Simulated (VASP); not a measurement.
# GeH₂ClF: harmonic vibrations of a molecule

GeH₂ClF, molecule in box, 5 atoms in the cell. PBE, harmonic vibrations; PAW potentials F, Ge_d, Cl, H (PBE set).

## Input

INCAR.step1:
```
SYSTEM = GeH2ClF
PREC = Accurate ; ENCUT = 400
EDIFF = 1E-8 ; ISMEAR = 0
SIGMA = 0.01 ; ISYM = 0
LREAL = .False. ; LASPH = .True.
NELM = 100 ; ALGO = Normal
LWAVE = .False. ; LCHARG = .False.
IBRION = 2 ; NSW = 60
ISIF = 2 ; EDIFFG = -0.002
POTIM = 0.5
```

INCAR.step2, as INCAR.step1 but for:
```
- IBRION = 2
- NSW = 60
- ISIF = 2
- EDIFFG = -0.002
- POTIM = 0.5
+ IBRION = 5
+ NFREE = 2
+ POTIM = 0.015
+ NSW = 1
```

KPOINTS:
```
k-points
0
Gamma
  1 1 1
```

POSCAR.step1:
```
GeH2ClF
1.0
   12.0000000000      0.0000000000      0.0000000000
    0.0000000000     12.0000000000      0.0000000000
    0.0000000000      0.0000000000     12.0000000000
F Ge Cl H
1 1 1 2
Direct
    0.4774000000      0.4648583300      0.6051666700
    0.5092250000      0.4997583300      0.4689916700
    0.3817083300      0.6109333300      0.4145416700
    0.5032000000      0.3925666700      0.4005000000
    0.6204583300      0.5617083300      0.4712583300
```

Commands (each step's output is kept before the next begins):
```
cat potpaw_PBE.64/F/POTCAR potpaw_PBE.64/Ge_d/POTCAR potpaw_PBE.64/Cl/POTCAR potpaw_PBE.64/H/POTCAR > POTCAR
cp INCAR.step1 INCAR
cp POSCAR.step1 POSCAR
mpirun -np 4 vasp_gam > vasp.out
cp CONTCAR POSCAR
cp INCAR.step2 INCAR
mpirun -np 4 vasp_gam > vasp.out
```

## Result

- Vibrations (cm⁻¹; a negative value is imaginary): 2136, 2108, 820, 764, 652, 620, 530, 411, 183
- Zero-point energy (eV): 0.510
- Translations and rotations, which should read zero (cm⁻¹): -13, -5, -2, 6, 13, 23
- Vibrational entropy at 298 K (meV/K): 0.218
- Displaced cells: 30
- Ionic steps, all stages: 50
- Electronic steps, all stages: 888

VASP 6.6.1 took 1537 s on 4 cores (AMD EPYC 7R13 (Zen 3)), a shared host.
